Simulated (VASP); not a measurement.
Crystal: Ta4NiO11.

```
Ta Ni O
1.0
     1.95495  -14.82973    0.00000
     1.95495   14.82973    0.00000
     0.00000    0.00000    3.88590
Ta Ni O
4 1 11
Cartesian
  1.9549 8.7682 0.0000
  1.9549 -12.5907 0.0000
  1.9549 12.5907 0.0000
  1.9549 -8.7682 0.0000
  1.9549 0.0000 0.0000
  1.9549 10.6813 0.0000
  1.9549 -6.5568 0.0000
  1.9549 1.8849 0.0000
  1.9549 -1.8849 0.0000
  0.0000 0.0000 0.0000
  1.9549 -10.6813 0.0000
  1.9549 6.5568 0.0000
  1.9549 -12.6913 1.9429
  1.9549 12.6913 1.9429
  1.9549 -8.7306 1.9429
  1.9549 8.7306 1.9429
```

The cell was built by a generator and needn't be a form met in nature.

Base run:

```yaml
Program: VASP 6.6.1
Functional: PBE
Dispersion: TS
Potentials_or_basis: VASP PAW PBE potentials, release 64 (Ta_pv, Ni, O)
Cutoff: 520 eV
k_mesh: 7 × 7 × 7
Occupations: fermi-dirac, width 0.05 eV
Spin: collinear spin, ferromagnetic start
Starting_moments: "[0.0, 0.0, 0.0, 0.0, 1.0, 0.0, 0.0, 0.0, 0.0, 0.0, 0.0, 0.0, 0.0, 0.0, 0.0, 0.0] μB"
```

Its results: band gap on the k mesh none (metal or under the smearing width); pressure -1.3 GPa; net moment -0.85 μB per cell; site moments Ta +0.00; Ni -0.71; O +0.00, -0.01, -0.09, -0.00 μB; largest force 0.179 eV/Å.

Question: The run is repeated on the same cell with these changes: dispersion from TS to none. What comes out?

Answer: Band gap on the k mesh none (metal or under the smearing width); pressure 0.8 GPa; net moment -0.85 μB per cell; site moments Ta +0.00; Ni -0.71; O +0.00, -0.01, -0.09, -0.00 μB; largest force 0.080 eV/Å.

Dispersion adds attraction, which lowers the pressure at fixed volume.

Caveats: a cell with one magnetic atom can't hold antiferromagnetic order, which such compounds often take; semilocal functionals often make such compounds metallic where correlation or magnetic order opens a gap, which also shifts bond lengths; atom-pairwise D2, TS and ULG terms overbind metals (some runs); pairwise dispersion overbinds metals, which lowers pressure and volume (some runs).
